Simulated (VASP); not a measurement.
Data:

```xyz
2
Lattice="0.0000 2.9633 2.9633 2.9633 0.0000 2.9633 2.9633 2.9633 0.0000" Properties=species:S:1:pos:R:3 pbc="T T T"
In     0.0000     0.0000     0.0000
P      1.4817     1.4817     1.4817
```

These are rev-vdW-DF2, VASP's PBE PAW potentials (set 64) (plane waves; VASP 6.6.1) values and carry that method's errors. Settings: 520 eV cut-off, 7×7×7 Γ-centred mesh, Gaussian smearing of 0.050 eV, potentials In_d P.

Unless said otherwise, spin-orbit coupling is left out, though it shifts the bands of the heavy elements here.

**Question.** What does the run give for the energy per atom (σ→0), band gap (on the k-mesh) with the smallest direct gap where there is one?

**Answer.** 
The band gap (on the k-mesh) is 0.41 eV. The smallest direct gap (on the k-mesh) comes out as 0.41 eV and the energy per atom (σ→0) comes out as -2.206 eV/atom.

The compound is InP in the zinc blende structure. It was relaxed first. The start is the result of an earlier pass.
